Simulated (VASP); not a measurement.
## Bi$_{2}$Se$_{3}$ (tetradymite): computed properties

The numbers are results of PBEsol GGA, VASP's PBE PAW potentials (set 64) (plane waves; VASP), not measurements.

For Bi2Se3, the space group comes out as R-3m (166) and the cell is a = b = 4.129 Å, c = 28.581 Å, α = β = 90.00°, γ = 120.00°. The volume per atom is 28.13 Å^3/atom and the band gap (over mesh and band path) is 0.11 eV. The smallest direct gap (over mesh and band path) is 0.11 eV and the band-edge character is direct, Γ to Γ. The density is 7.73 g/cm³.

```cif
data_Bi6Se9
_chemical_formula_sum 'Bi6 Se9'
_space_group_name_H-M_alt 'R-3m :H'
_space_group_IT_number 166
_space_group_name_Hall '-R 3 2"'
_cell_length_a 4.12907
_cell_length_b 4.12907
_cell_length_c 28.58148
_cell_angle_alpha 90.000
_cell_angle_beta 90.000
_cell_angle_gamma 120.000
loop_
_atom_site_label
_atom_site_type_symbol
_atom_site_symmetry_multiplicity
_atom_site_Wyckoff_symbol
_atom_site_fract_x
_atom_site_fract_y
_atom_site_fract_z
_atom_site_occupancy
Bi1 Bi 6 c 0.00000 0.00000 0.40020 1
Se1 Se 3 a 0.00000 0.00000 0.00000 1
Se2 Se 6 c 0.00000 0.00000 0.21149 1
```
(The calculation used a cell of 5 atoms; values per cell refer to that cell.)

Measured: gap 0.30 eV (computed value off by -0.19 eV), as given by Sudong Park et al., Journal of the Korean Physical Society (2016), arXiv:1610.06451; a 4.143 Å (computed value off by -0.3 %), c 28.636 Å (computed value off by -0.2 %), as given by Xin Luo et al., Physical Review B (2012), arXiv:1308.1523. The calculation is for a static lattice, while the measured a, c hold thermal and zero-point effects, which are part of the difference. Without a dispersion term in the relaxation, distances and binding between the weakly bound layers, chains or molecules are unreliable, and so is what depends on them. Unless said otherwise, spin-orbit coupling is left out, though it shifts the bands of the heavy elements here.

The compound is Bi2Se3 in the tetradymite structure. It was relaxed first. Symmetry was kept, so distortions that lower it aren't found.
